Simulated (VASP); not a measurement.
Method: RPBE GGA, VASP's PBE PAW potentials (set 64) (plane waves; VASP 6.6.1).

A VASP calculation is set up with these files.

POSCAR:
```
NaI
1
    0.0000000000     3.2350000000     3.2350000000
    3.2350000000     0.0000000000     3.2350000000
    3.2350000000     3.2350000000     0.0000000000
Na I
1 1
Direct
  0.0000000000   0.0000000000   0.0000000000
  0.5000000000   0.5000000000   0.5000000000
```

File KPOINTS:
```
K-points
0
gamma
7 7 7
```

### INCAR
```
SYSTEM = NaI
PREC = Accurate
ENCUT = 520
EDIFF = 1E-6
NELM = 100
ALGO = Normal
LREAL = .FALSE.
LASPH = .TRUE.
ISMEAR = 0
SIGMA = 0.05
GGA = RP
LMAXMIX = 4
LWAVE = .FALSE.
LCHARG = .FALSE.
IBRION = 2
ISIF = 3
NSW = 60
EDIFFG = -0.01
```

POTCAR, in this order: Na_pv I (PBE.64 set). Program: vasp_std.

The resulting files:

OSZICAR:
```
       N       E                     dE             d eps       ncg     rms          rms(c)
DAV:   1     0.813451441227E+02    0.81345E+02   -0.67288E+03   440   0.112E+03
DAV:   2     0.176643481115E+01   -0.79579E+02   -0.76100E+02   470   0.239E+02
DAV:   3    -0.488551023080E+01   -0.66519E+01   -0.66158E+01   539   0.712E+01
DAV:   4    -0.507438625683E+01   -0.18888E+00   -0.18878E+00   543   0.126E+01
DAV:   5    -0.507883563794E+01   -0.44494E-02   -0.44493E-02   552   0.187E+00    0.192E+00
DAV:   6    -0.501962219573E+01    0.59213E-01   -0.90786E-02   497   0.177E+00    0.137E+00
DAV:   7    -0.501593123094E+01    0.36910E-02   -0.96233E-02   491   0.191E+00    0.686E-01
DAV:   8    -0.502067059951E+01   -0.47394E-02   -0.10893E-02   455   0.896E-01    0.170E-01
DAV:   9    -0.502059681205E+01    0.73787E-04   -0.22252E-04   506   0.136E-01    0.541E-02
DAV:  10    -0.502067388307E+01   -0.77071E-04   -0.11492E-04   467   0.105E-01    0.745E-03
DAV:  11    -0.502068214590E+01   -0.82628E-05   -0.10977E-05   503   0.298E-02    0.223E-03
DAV:  12    -0.502068399790E+01   -0.18520E-05   -0.43475E-06   473   0.197E-02    0.194E-03
DAV:  13    -0.502068429094E+01   -0.29304E-06   -0.16876E-07   328   0.445E-03
   1 F= -.50206843E+01 E0= -.50206843E+01  d E =-.502068E+01
       N       E                     dE             d eps       ncg     rms          rms(c)
DAV:   1    -0.523276314701E+01   -0.21208E+00   -0.44905E+00   497   0.327E+01    0.259E+00
DAV:   2    -0.509011523991E+01    0.14265E+00   -0.18151E-01   491   0.517E+00    0.127E+00
DAV:   3    -0.504877921966E+01    0.41336E-01   -0.10743E-01   494   0.351E+00    0.564E-01
DAV:   4    -0.504841844699E+01    0.36077E-03   -0.14075E-03   474   0.386E-01    0.577E-01
DAV:   5    -0.504753643872E+01    0.88201E-03   -0.21557E-04   443   0.149E-01    0.179E-01
DAV:   6    -0.504709991591E+01    0.43652E-03   -0.72160E-04   494   0.358E-01    0.310E-01
DAV:   7    -0.504711581164E+01   -0.15896E-04   -0.13654E-05   467   0.305E-02    0.445E-01
DAV:   8    -0.504707578894E+01    0.40023E-04   -0.18034E-05   443   0.418E-02    0.673E-02
DAV:   9    -0.504706821677E+01    0.75722E-05   -0.39419E-06   479   0.207E-02    0.921E-02
DAV:  10    -0.504707136290E+01   -0.31461E-05   -0.70858E-07   443   0.774E-03    0.335E-02
DAV:  11    -0.504707373069E+01   -0.23678E-05   -0.85004E-07   449   0.843E-03    0.670E-03
DAV:  12    -0.504707368186E+01    0.48833E-07   -0.24441E-08   229   0.118E-03
   2 F= -.50470737E+01 E0= -.50470737E+01  d E =-.263894E-01
       N       E                     dE             d eps       ncg     rms          rms(c)
DAV:   1    -0.547114933291E+01   -0.42408E+00   -0.10138E+01   497   0.492E+01    0.382E+00
DAV:   2    -0.514938068558E+01    0.32177E+00   -0.41623E-01   491   0.760E+00    0.187E+00
DAV:   3    -0.505838557204E+01    0.90995E-01   -0.24265E-01   497   0.518E+00    0.826E-01
DAV:   4    -0.505742648224E+01    0.95909E-03   -0.31712E-03   457   0.573E-01    0.829E-01
DAV:   5    -0.505517259708E+01    0.22539E-02   -0.57113E-04   443   0.243E-01    0.195E-01
DAV:   6    -0.505456982094E+01    0.60278E-03   -0.11839E-03   497   0.430E-01    0.337E-01
DAV:   7    -0.505457155666E+01   -0.17357E-05   -0.18551E-05   446   0.359E-02    0.349E-01
DAV:   8    -0.505454715331E+01    0.24403E-04   -0.94489E-06   440   0.354E-02    0.132E-01
DAV:   9    -0.505453514989E+01    0.12003E-04   -0.17168E-05   440   0.377E-02    0.210E-01
DAV:  10    -0.505454148874E+01   -0.63388E-05   -0.54629E-06   440   0.214E-02    0.375E-02
DAV:  11    -0.505454397153E+01   -0.24828E-05   -0.76017E-07   476   0.764E-03    0.444E-02
DAV:  12    -0.505454474592E+01   -0.77438E-06   -0.32062E-07   357   0.464E-03
   3 F= -.50545447E+01 E0= -.50545447E+01  d E =-.338605E-01
       N       E                     dE             d eps       ncg     rms          rms(c)
DAV:   1    -0.508375920515E+01   -0.29215E-01   -0.63611E-01   497   0.115E+01    0.995E-01
DAV:   2    -0.506225570518E+01    0.21503E-01   -0.28029E-02   494   0.195E+00    0.478E-01
DAV:   3    -0.505622787006E+01    0.60278E-02   -0.15798E-02   494   0.129E+00    0.241E-01
DAV:   4    -0.505620464596E+01    0.23224E-04   -0.20644E-04   492   0.146E-01    0.257E-01
DAV:   5    -0.505637181776E+01   -0.16717E-03   -0.12709E-04   497   0.143E-01    0.937E-02
DAV:   6    -0.505594744655E+01    0.42437E-03   -0.44825E-04   446   0.290E-01    0.564E-01
DAV:   7    -0.505594864762E+01   -0.12011E-05   -0.19881E-05   440   0.408E-02    0.302E-01
DAV:   8    -0.505594865121E+01   -0.35880E-08   -0.18215E-07   274   0.485E-03
   4 F= -.50559487E+01 E0= -.50559487E+01  d E =-.352644E-01
```

File OUTCAR:
```
------------------------ aborting loop because EDIFF is reached ----------------------------------------
  FORCE on cell =-STRESS in cart. coord.  units (eV):
  Direction    XX          YY          ZZ          XY          YZ          ZX
  --------------------------------------------------------------------------------------
  Total        0.0082112      0.0082112      0.0082112     -0.0000000     -0.0000000     -0.0000000
  in kB        0.1745964      0.1745964      0.1745964     -0.0000000     -0.0000000     -0.0000000
  external PRESSURE =       0.1745964 kB  Pullay stress =       0.0000000 kB
  volume of cell :       75.35
      direct lattice vectors                 reciprocal lattice vectors
    -0.000000000  3.352360264  3.352360264    -0.149148648  0.149148648  0.149148648
     3.352360264 -0.000000000  3.352360264     0.149148648 -0.149148648  0.149148648
     3.352360264  3.352360264 -0.000000000     0.149148648  0.149148648 -0.149148648
  FREE ENERGIE OF THE ION-ELECTRON SYSTEM (eV)
  ---------------------------------------------------
  free  energy   TOTEN  =        -5.0559486512 eV

  energy  without entropy=       -5.0559486512  energy(sigma->0) =       -5.05594865

 reached required accuracy - stopping structural energy minimisation
```
(Selected blocks of OUTCAR.)

### CONTCAR
```
NaI
   1.00000000000000
    -0.0000000000000000    3.3523602637591479    3.3523602637591479
     3.3523602637591479   -0.0000000000000000    3.3523602637591479
     3.3523602637591479    3.3523602637591479   -0.0000000000000000
  Na              I
     1     1
Direct
     0.0000000000000000    0.0000000000000000    0.0000000000000000
     0.5000000000000000    0.5000000000000000    0.5000000000000000
```

File OUTCAR:
```
 val. band max:        0.2284404563   @ k =   0.0000   0.0000   0.0000

 cond. band min:       3.8720105078   @ k =   0.0000   0.0000   0.0000


 Fermi energy:         0.4405096471

 k-point     1 :       0.0000    0.0000    0.0000
  band No.  band energies     occupation
      1     -22.3817      2.00000
      2     -22.3817      2.00000
      3     -22.3817      2.00000
      4     -10.4969      2.00000
      5       0.2284      2.00000
      6       0.2284      2.00000
      7       0.2284      2.00000
      8       3.8720      0.00000
      9       8.2719      0.00000
     10       8.2719      0.00000
     11       8.2720      0.00000

 k-point     2 :       0.1429    0.0000    0.0000
  band No.  band energies     occupation
      1     -22.3822      2.00000
      2     -22.3817      2.00000
      3     -22.3817      2.00000
      4     -10.4571      2.00000
      5      -0.2265      2.00000
      6       0.1847      2.00000
      7       0.1847      2.00000
      8       4.4385      0.00000
      9       7.8657      0.00000
     10       8.4127      0.00000
     11       8.4127      0.00000

 k-point     3 :       0.2857    0.0000    0.0000
  band No.  band energies     occupation
      1     -22.3834      2.00000
      2     -22.3818      2.00000
      3     -22.3818      2.00000
      4     -10.3643      2.00000
      5      -0.9900      2.00000
      6       0.0910      2.00000
      7       0.0910      2.00000
      8       5.2730      0.00000
      9       7.7642      0.00000
     10       8.1128      0.00000
     11       8.1128      0.00000

 k-point     4 :       0.4286    0.0000    0.0000
  band No.  band energies     occupation
      1     -22.3844      2.00000
      2     -22.3819      2.00000
      3     -22.3819      2.00000
      4     -10.2865      2.00000
      5      -1.4779      2.00000
      6       0.0199      2.00000
      7       0.0199      2.00000
      8       5.5034      0.00000
      9       7.7666      0.00000
...
```

Energy and stress use the plane-wave basis of the starting cell. Unless said otherwise, spin-orbit coupling is left out, though it shifts the bands of the heavy elements here.

The compound is NaI in the rock salt structure. This run relaxes it. Symmetry was kept, so distortions that lower it aren't found.
